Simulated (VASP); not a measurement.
Input of a VASP 6.6.1 run:

File INCAR:

```
  ALGO = Normal
  EDIFF = 1E-8
  ENCUT = 520
  GGA = PE
  ISIF = 2
  ISMEAR = -1
  LASPH = T
  LCHARG = F
  LEFG = T
  LREAL = Auto
  LWAVE = F
  NBANDS = 103
  NELM = 80
  PREC = Accurate
  SIGMA = 0.01
```

KPOINTS

```
k-points
0
Gamma
  3 3 3
```

The input POSCAR:

```
Hf7CO16
1.0
    0.0000000000      5.1150000000      5.1150000000
    5.1150000000      0.0000000000      5.1150000000
    5.1150000000      5.1150000000      0.0000000000
C Hf O
1 7 16
Direct
    0.0000000000      0.0000000000      0.0000000000
    0.0000000000      0.0000000000      0.5000000000
    0.0000000000      0.5000000000      0.0000000000
    0.0000000000      0.5000000000      0.5000000000
    0.5000000000      0.0000000000      0.0000000000
    0.5000000000      0.0000000000      0.5000000000
    0.5000000000      0.5000000000      0.0000000000
    0.5000000000      0.5000000000      0.5000000000
    0.1250000000      0.1250000000      0.1250000000
    0.1250000000      0.1250000000      0.6250000000
    0.1250000000      0.6250000000      0.1250000000
    0.1250000000      0.6250000000      0.6250000000
    0.6250000000      0.1250000000      0.1250000000
    0.6250000000      0.1250000000      0.6250000000
    0.6250000000      0.6250000000      0.1250000000
    0.6250000000      0.6250000000      0.6250000000
    0.3750000000      0.3750000000      0.3750000000
    0.3750000000      0.3750000000      0.8750000000
    0.3750000000      0.8750000000      0.3750000000
    0.3750000000      0.8750000000      0.8750000000
    0.8750000000      0.3750000000      0.3750000000
    0.8750000000      0.3750000000      0.8750000000
    0.8750000000      0.8750000000      0.3750000000
    0.8750000000      0.8750000000      0.8750000000
```

Potentials or basis: VASP PAW PBE potentials, release 64 (C, Hf_pv, O).

Launch:

```bash
$ cat potpaw_PBE.64/C/POTCAR potpaw_PBE.64/Hf_pv/POTCAR potpaw_PBE.64/O/POTCAR > POTCAR
$ mpirun -np 1 vasp_std > vasp.out
```

Task: What does it give for the largest force?

Result: 0.812 eV/Å.

Task: Estimate the pressure.

Result: -7.3 GPa.

Task: What does it give for the band gap on the k mesh?

Result: None (metal or under the smearing width).

Electric field gradients, principal values (V/Å²):
```tsv
atom	Vxx	Vyy	Vzz
1 C	0.000	0.000	-0.001
2 Hf	9.346	31.828	-41.174
3 Hf	9.346	31.828	-41.174
4 Hf	9.346	31.827	-41.173
5 Hf	9.346	31.828	-41.174
6 Hf	9.346	31.827	-41.173
7 Hf	9.346	31.827	-41.173
8 Hf	0.000	0.000	-0.001
9 O	-24.783	-24.783	49.566
10 O	-24.777	-24.783	49.560
11 O	-24.777	-24.783	49.560
12 O	-5.351	-5.357	10.708
13 O	-24.777	-24.783	49.560
14 O	-5.351	-5.357	10.708
15 O	-5.351	-5.357	10.708
16 O	-5.357	-5.357	10.714
17 O	-5.357	-5.357	10.714
18 O	-5.351	-5.357	10.708
19 O	-5.351	-5.357	10.708
20 O	-24.777	-24.783	49.560
21 O	-5.351	-5.357	10.708
22 O	-24.777	-24.783	49.560
23 O	-24.777	-24.783	49.560
24 O	-24.783	-24.783	49.566
```

Spin-orbit coupling is left out, which matters for the levels of Hf.
